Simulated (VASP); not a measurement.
All values below come from PBE GGA, VASP's PBE PAW potentials (set 64) (plane waves; VASP 6.6.1).

A VASP calculation is set up with these files.

File POSCAR:
```
Y
1
    1.8250000000    -3.1609930000     0.0000000000
    1.8250000000     3.1609930000     0.0000000000
    0.0000000000     0.0000000000     5.7300000000
Y
2
Direct
  0.3333330000   0.6666670000   0.2500000000
  0.6666670000   0.3333330000   0.7500000000
```

INCAR:
```
SYSTEM  =  Y
PREC  =  Accurate; ENCUT  =  520; LREAL  =  .FALSE.
LASPH  =  .TRUE.
EDIFF  =  1E-6; NELM  =  100; ALGO  =  Normal
LMAXMIX  =  4
ISMEAR  =  1; SIGMA  =  0.1
GGA  =  PE
IBRION  =  2; NSW  =  60; ISIF  =  3
EDIFFG  =  -0.01
LWAVE  =  .FALSE.; LCHARG  =  .FALSE.
```

File KPOINTS:
```
Automatic mesh
0
Gamma
10 10 6
0 0 0
```

POTCAR, in this order: Y_sv (PBE.64 set). Program: vasp_std.

**Question.** Estimate the energy per atom (σ→0), volume per atom, band gap (on the k-mesh).

**Answer.** 
* **energy per atom (σ→0)**: -6.437 eV/atom
* **band gap (on the k-mesh)**: none (metal, semimetal or under 0.01 eV)
* **volume per atom**: 32.69 Å³/atom

OSZICAR:
```
...
DAV:   1    -0.128760902242E+02   -0.42449E-02   -0.13654E-01  2009   0.287E+00    0.428E-01
DAV:   2    -0.128729275779E+02    0.31626E-02   -0.80085E-03  1896   0.647E-01    0.209E-01
DAV:   3    -0.128720325802E+02    0.89500E-03   -0.73121E-03  2773   0.492E-01    0.130E-01
DAV:   4    -0.128720740608E+02   -0.41481E-04   -0.30999E-04  1939   0.117E-01    0.866E-02
DAV:   5    -0.128721712427E+02   -0.97182E-04   -0.14839E-04  2221   0.749E-02    0.301E-02
DAV:   6    -0.128721725549E+02   -0.13122E-05   -0.14565E-05  1743   0.323E-02    0.150E-02
DAV:   7    -0.128721721495E+02    0.40539E-06   -0.45259E-06  1789   0.135E-02
   5 F= -.12872172E+02 E0= -.12873388E+02  d E =-.326789E-03
```

The compound is Y in the hcp structure. This run relaxes it. Symmetry was kept, so distortions that lower it aren't found.
